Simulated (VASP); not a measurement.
Output of a VASP run:

### OUTCAR
```
 ion  position               nearest neighbor table
   1  0.000  0.500  0.235-   3 2.27   4 2.27   4 2.27   3 2.27   2 3.62   2 3.62   2 3.62   2 3.62
  LATTYP: Found a simple tetragonal cell.
 ALAT       =     3.8937880000
 C/A-ratio  =     1.2814090033
 Subroutine PRICEL returns:
 Original cell was already a primitive cell.
 Subroutine GETGRP returns: Found 16 space group operations
The static configuration has the point symmetry D_2d.
 The point group associated with its full space group is D_4h.
The dynamic configuration has the point symmetry D_2d.
 Subroutine INISYM returns: Found 16 space group operations
 Subroutine IBZKPT returns following result:
 Found     75 irreducible k-points:

 Following reciprocal coordinates:
            Coordinates               Weight
  0.000000  0.000000  0.000000      1.000000
  0.125000  0.000000  0.000000      4.000000
  0.250000  0.000000  0.000000      4.000000
  0.375000  0.000000  0.000000      4.000000
  0.500000  0.000000  0.000000      2.000000
  0.125000  0.125000  0.000000      4.000000
  0.250000  0.125000  0.000000      8.000000
  0.375000  0.125000  0.000000      8.000000
  0.500000  0.125000  0.000000      4.000000
  0.250000  0.250000  0.000000      4.000000
  0.375000  0.250000  0.000000      8.000000
  0.500000  0.250000  0.000000      4.000000
  0.375000  0.375000  0.000000      4.000000
  0.500000  0.375000  0.000000      4.000000
  0.500000  0.500000  0.000000      1.000000
  0.000000  0.000000  0.125000      2.000000
  0.125000  0.000000  0.125000      8.000000
  0.250000  0.000000  0.125000      8.000000
  0.375000  0.000000  0.125000      8.000000
  0.500000  0.000000  0.125000      4.000000
  0.125000  0.125000  0.125000      8.000000
  0.250000  0.125000  0.125000     16.000000
  0.375000  0.125000  0.125000     16.000000
  0.500000  0.125000  0.125000      8.000000
  0.250000  0.250000  0.125000      8.000000
  0.375000  0.250000  0.125000     16.000000
  0.500000  0.250000  0.125000      8.000000
  0.375000  0.375000  0.125000      8.000000
  0.500000  0.375000  0.125000      8.000000
  0.500000  0.500000  0.125000      2.000000
  0.000000  0.000000  0.250000      2.000000
  0.125000  0.000000  0.250000      8.000000
  0.250000  0.000000  0.250000      8.000000
  0.375000  0.000000  0.250000      8.000000
  0.500000  0.000000  0.250000      4.000000
  0.125000  0.125000  0.250000      8.000000
  0.250000  0.125000  0.250000     16.000000
  0.375000  0.125000  0.250000     16.000000
  0.500000  0.125000  0.250000      8.000000
  0.250000  0.250000  0.250000      8.000000
   k-points           NKPTS =     75   k-points in BZ     NKDIM =     75   number of bands    NBANDS=     24
   number of dos      NEDOS =    301   number of ions     NIONS =      4
   total plane-waves  NPLWV =  16128
   dimension x,y,z NGX =    24 NGY =   24 NGZ =   28
   dimension x,y,z NGXF=    48 NGYF=   48 NGZF=   56
   ions per type =               2   2
   PREC   = accura    normal or accurate (medium, high low for compatibility)
   ISTART =      0    job   : 0-new  1-cont  2-samecut
   ICHARG =      2    charge: 1-file 2-atom 10-const
   ISPIN  =      1    spin polarized calculation?
   LNONCOLLINEAR =      F non collinear calculations
   LSORBIT =      F    spin-orbit coupling
   INIWAV =      1    electr: 0-lowe 1-rand  2-diag
   ENCUT  =  280.0 eV  20.58 Ry    4.54 a.u.   5.31  5.31  6.81*2*pi/ulx,y,z
   NELM   =    100;   NELMIN=  2; NELMDL= -5     # of ELM steps
   EDIFF  = 0.1E-03   stopping-criterion for ELM
   LREAL  =      F    real-space projection
   NLSPLINE    = F    spline interpolate recip. space projectors
   LMAXMIX     =    4 max onsite mixed and CHGCAR
   VOSKOWN=      0    Vosko Wilk Nusair interpolation
   EDIFFG = -.1E-01   stopping-criterion for IOM
   NSW    =     50    number of steps for IOM
   NBLOCK =      1;   KBLOCK =     50    inner block; outer block
...
```

OSZICAR:
```
...
       N       E                     dE             d eps       ncg     rms          rms(c)
DAV:   1    -0.246449592880E+02    0.58704E-04   -0.36995E-04  3336   0.205E-01    0.247E-02
DAV:   2    -0.246449494990E+02    0.97890E-05   -0.19814E-05  1808   0.609E-02
  26 F= -.24644949E+02 E0= -.24644858E+02  d E =-.187256E-04
       N       E                     dE             d eps       ncg     rms          rms(c)
DAV:   1    -0.246452731518E+02   -0.31386E-03   -0.11169E-02  4888   0.139E+00    0.112E-01
DAV:   2    -0.246450697980E+02    0.20335E-03   -0.69888E-04  3784   0.407E-01    0.556E-02
DAV:   3    -0.246449905800E+02    0.79218E-04   -0.11913E-04  1920   0.266E-01
  27 F= -.24644991E+02 E0= -.24644910E+02  d E =-.410810E-04
       N       E                     dE             d eps       ncg     rms          rms(c)
DAV:   1    -0.246455377014E+02   -0.46790E-03   -0.26212E-02  4944   0.215E+00    0.174E-01
DAV:   2    -0.246450510483E+02    0.48665E-03   -0.15884E-03  5080   0.597E-01    0.872E-02
DAV:   3    -0.246448584294E+02    0.19262E-03   -0.25886E-04  2776   0.405E-01    0.257E-02
DAV:   4    -0.246448441302E+02    0.14299E-04   -0.80659E-05  2064   0.105E-01
  28 F= -.24644844E+02 E0= -.24644779E+02  d E =0.105369E-03
       N       E                     dE             d eps       ncg     rms          rms(c)
DAV:   1    -0.246454897302E+02   -0.63130E-03   -0.19639E-02  4944   0.180E+00    0.152E-01
DAV:   2    -0.246451224465E+02    0.36728E-03   -0.12571E-03  4920   0.523E-01    0.743E-02
DAV:   3    -0.246449842768E+02    0.13817E-03   -0.16786E-04  1936   0.338E-01    0.245E-02
DAV:   4    -0.246449772015E+02    0.70752E-05   -0.76493E-05  1864   0.101E-01
  29 F= -.24644977E+02 E0= -.24644900E+02  d E =-.277025E-04
       N       E                     dE             d eps       ncg     rms          rms(c)
DAV:   1    -0.246456008820E+02   -0.61661E-03   -0.19169E-02  4512   0.225E+00    0.174E-01
DAV:   2    -0.246449929758E+02    0.60791E-03   -0.22418E-03  4856   0.592E-01    0.620E-02
DAV:   3    -0.246448773452E+02    0.11563E-03   -0.22604E-04  2016   0.365E-01    0.214E-02
DAV:   4    -0.246448596973E+02    0.17648E-04   -0.60141E-05  1800   0.137E-01
  30 F= -.24644860E+02 E0= -.24644796E+02  d E =0.117504E-03
       N       E                     dE             d eps       ncg     rms          rms(c)
DAV:   1    -0.246454571412E+02   -0.57980E-03   -0.12607E-02  4544   0.182E+00    0.143E-01
DAV:   2    -0.246450476540E+02    0.40949E-03   -0.15009E-03  4800   0.481E-01    0.503E-02
DAV:   3    -0.246449725547E+02    0.75099E-04   -0.13929E-04  1808   0.294E-01
  31 F= -.24644973E+02 E0= -.24644899E+02  d E =0.464683E-05
       N       E                     dE             d eps       ncg     rms          rms(c)
DAV:   1    -0.246449792737E+02    0.68380E-04   -0.16137E-04  1800   0.169E-01    0.189E-02
DAV:   2    -0.246449741667E+02    0.51070E-05   -0.43214E-05  1800   0.104E-01
  32 F= -.24644974E+02 E0= -.24644897E+02  d E =0.303481E-05
       N       E                     dE             d eps       ncg     rms          rms(c)
DAV:   1    -0.246449979078E+02   -0.18634E-04   -0.25590E-03  5032   0.584E-01    0.410E-02
DAV:   2    -0.246449642355E+02    0.33672E-04   -0.11279E-04  1800   0.152E-01
  33 F= -.24644964E+02 E0= -.24644894E+02  d E =0.993118E-05
```

File OUTCAR:
```
------------------------ aborting loop because EDIFF is reached ----------------------------------------
  FORCE on cell =-STRESS in cart. coord.  units (eV):
  Direction    XX          YY          ZZ          XY          YZ          ZX
  --------------------------------------------------------------------------------------
  Total        0.0316098      0.0316098      0.0376360      0.0000000     -0.0000000      0.0000000
  in kB        0.8626227      0.8626227      1.0270751      0.0000000     -0.0000000      0.0000000
  external PRESSURE =       0.9174402 kB  Pullay stress =       0.0000000 kB
  volume of cell :       58.71
      direct lattice vectors                 reciprocal lattice vectors
     3.645563083  0.000000000  0.000000000     0.274306047  0.000000000  0.000000000
     0.000000000  3.645563083  0.000000000     0.000000000  0.274306047  0.000000000
     0.000000000 -0.000000000  4.417559509     0.000000000 -0.000000000  0.226369333
 POSITION                                       TOTAL-FORCE (eV/Angst)
 -----------------------------------------------------------------------------------
      0.00000      1.82278      1.19778        -0.000000     -0.000000      0.006186
      1.82278     -0.00000      3.21978         0.000000      0.000000     -0.006186
      1.82278      1.82278      0.00000         0.000000      0.000000      0.000000
      0.00000      0.00000      0.00000         0.000000     -0.000000      0.000000
 -----------------------------------------------------------------------------------
    total drift:                                0.000000     -0.000000      0.000000
  FREE ENERGIE OF THE ION-ELECTRON SYSTEM (eV)
  ---------------------------------------------------
  free  energy   TOTEN  =       -24.6449642355 eV

  energy  without entropy=      -24.6448245727  energy(sigma->0) =      -24.64489440

 reached required accuracy - stopping structural energy minimisation
```
(Selected blocks of OUTCAR.)

### POSCAR
```
SnO
1
    3.8937880000     0.0000000000     0.0000000000
    0.0000000000     3.8937880000     0.0000000000
    0.0000000000     0.0000000000     4.9895350000
Sn O
2 2
Direct
  0.0000000000   0.5000000000   0.2353700000
  0.5000000000   0.0000000000   0.7646300000
  0.5000000000   0.5000000000   0.0000000000
  0.0000000000   0.0000000000   0.0000000000
```

Task: Write an INCAR and KPOINTS that could have produced this output.

Result: Several could match; the one computed here: the input of the run itself, PBE GGA, plane waves, VASP's PBE PAW potentials (set 64).

**INCAR**
```
SYSTEM  =  SnO
PREC  =  Accurate; ENCUT  =  280; LREAL  =  F
LASPH  =  T
EDIFF  =  1E-04; NELM  =  100; ALGO  =  Normal
LMAXMIX  =  4
ISMEAR  =  0; SIGMA  =  0.02
GGA  =  PE
IBRION  =  2; NSW  =  50; ISIF  =  3
EDIFFG  =  -0.01
LWAVE  =  F; LCHARG  =  F
```

File KPOINTS:
```
Automatic mesh
0
Gamma
8 8 8
0 0 0
```

POTCAR, in this order: Sn_d O (PBE.64 set). Program: vasp_std.

At this cut-off the stress carries a Pulay error, which pulls relaxed volumes low.  Energy and stress use the plane-wave basis of the starting cell.

The structure comes from a computed database's SnO entry; how it stands against other phases isn't given here. This run relaxes it. Symmetry was kept, so distortions that lower it aren't found. The run is one of a series of settings (EDIFF = 1E-04, EDIFFG = -0.01, ENCUT = 280, IBRION = 2, ISIF = 3, NSW = 50, KPOINTS 8×8×8 Γ-centred mesh against the base run), some of them coarse on purpose.
